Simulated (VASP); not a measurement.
ScF$_{3}$ (space group Pm-3m): the band gap from VASP (plane waves, PAW) at several levels of theory. Gaps are without spin-orbit coupling. Each level names its cell: its own relaxed one, PBE's, or the starting one. A gap is the smallest over the k-mesh and a band path; hybrids may have named points in place of the path, and GW has the mesh alone.

```json
[
 {"level": "r2SCAN (own cell)", "band gap (eV)": "6.97"},
 {"level": "HSE06 (PBE cell)", "band gap (eV)": "8.65"}
]
```

The cell of the r2SCAN (own cell) run:

```
ScF3
1.0
    4.04112     0.00000     0.00000
    0.00000     4.04112     0.00000
    0.00000     0.00000     4.04112
Sc F
1 3
Direct
  0.00000   0.00000   0.00000
  0.50000   0.00000   0.00000
  0.00000   0.50000   0.00000
  0.00000   0.00000   0.50000
```

Only levels that ran to the end are used. Left out are those held back, those with too coarse a band path, GW runs whose mesh misses a band edge, hybrids' fits of cells that aren't cubic and levels without matching references; a question may draw on a part of the rest.

The structure comes from a measured ScF3 entry (Pm-3m) of the Crystallography Open Database, whose conditions weren't checked.
